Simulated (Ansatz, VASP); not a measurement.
## GaIr4: VASP beside Ansatz

```
Ga Ir
1.0
    -2.78212    2.78212    2.78212
     2.78212   -2.78212    2.78212
     2.78212    2.78212   -2.78212
Ga Ir
1 4
Direct
  0.00000 0.00000 0.00000
  0.00000 0.63058 0.00000
  0.36942 0.36942 0.36942
  0.00000 0.00000 0.63058
  0.63058 0.00000 0.00000
```

Change from the starting cell: species swapped into the GeF4 type (I-43m, No. 217).

Alike in both runs: task single point; functional PBE; k mesh 4 × 4 × 4; occupations gaussian, width 0.1 eV; no spin polarisation.

|  | VASP | Ansatz |
| --- | --- | --- |
| version | VASP 6.6.1 | Ansatz 0.2.0 |
| potentials or method | VASP PAW PBE potentials, release 64 (Ga_d, Ir) | scalar-relativistic, plane waves, PAW |
| plane-wave cutoff (eV) | 520 | 420 |
| valence electrons in the cell | 49 | 81 |

|  | VASP | Ansatz | Ansatz less VASP |
| --- | --- | --- | --- |
| gap on the k mesh at the Fermi level (eV) | none | none | - |
| rms of the force components (eV/Å) | 14.213 | 15.919 | +1.7053 |

Atom by atom the forces differ by 1.705 eV/Å (rms over components). A gap of «none» marks a metal or a gap that the smearing closes. The two sets of potentials don't hold the same shells in valence.

Caveats: the k mesh is coarse (spacing up to 0.40 Å⁻¹), so the values aren't converged; forces of over 1 eV/Å show positions far from the minimum, so gaps and moduli don't describe the material at rest. The runs have no spin-orbit coupling, so splittings on Ir are missing.
